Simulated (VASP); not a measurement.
Input:

```
Al16C
1.0
    5.70744     0.00000     0.00000
    2.85372     4.94278     0.00000
    0.00000     0.00000    20.94095
Al C
16 1
Direct
  0.00000   0.00000   0.33310
  0.50000   0.00000   0.33310
  0.00000   0.50000   0.33310
  0.50000   0.50000   0.33310
  0.16667   0.16667   0.44437
  0.66667   0.16667   0.44437
  0.16667   0.66667   0.44437
  0.66667   0.66667   0.44437
  0.83333   0.33333   0.55563
  0.33333   0.33333   0.55563
  0.83333   0.83333   0.55563
  0.33333   0.83333   0.55563
  0.00000   0.00000   0.66690
  0.50000   0.00000   0.66690
  0.00000   0.50000   0.66690
  0.50000   0.50000   0.66690
  0.33333   0.33333   0.72315
```

All values below come from PBE GGA, VASP's PBE PAW potentials (set 64) (plane waves; VASP). Numerical set-up: PREC = Normal, EDIFF = 1E-5, 400 eV cut-off, 5×5×1 Γ-centred mesh, first-order Methfessel-Paxton smearing of 0.10 eV, potentials Al C.

The ions are relaxed. Which structure does the run end with?

```
Al16C
1.0
    5.70744     0.00000     0.00000
    2.85372     4.94278     0.00000
    0.00000     0.00000    20.94095
Al C
16 1
Cartesian
  5.70744   0.00000   6.92734
  2.85372   0.01024   6.92347
  1.43573   2.46627   6.92347
  4.27171   2.46627   6.92347
  1.43413   0.82800   9.30361
  4.27331   0.82800   9.30361
  2.85372   3.28680   9.30361
  5.70744   3.29519   9.30039
  5.70743   1.65907  11.65771
  2.85371   1.64759  11.73410
  7.12435   4.11325  11.65771
  4.29051   4.11325  11.65771
  5.70744   0.00000  13.87438
  5.70744   4.80349  14.13473
  7.01366   2.54104  14.13473
  4.40121   2.54104  14.13473
  2.85371   1.64759  14.77626
```

How much energy does the relaxation gain?

The energy (σ→0) changes by -30.2 meV/atom, in 15 ionic steps.

The cell is a thin slab with vacuum, built from Al (fcc): (111) face, C adsorbed.
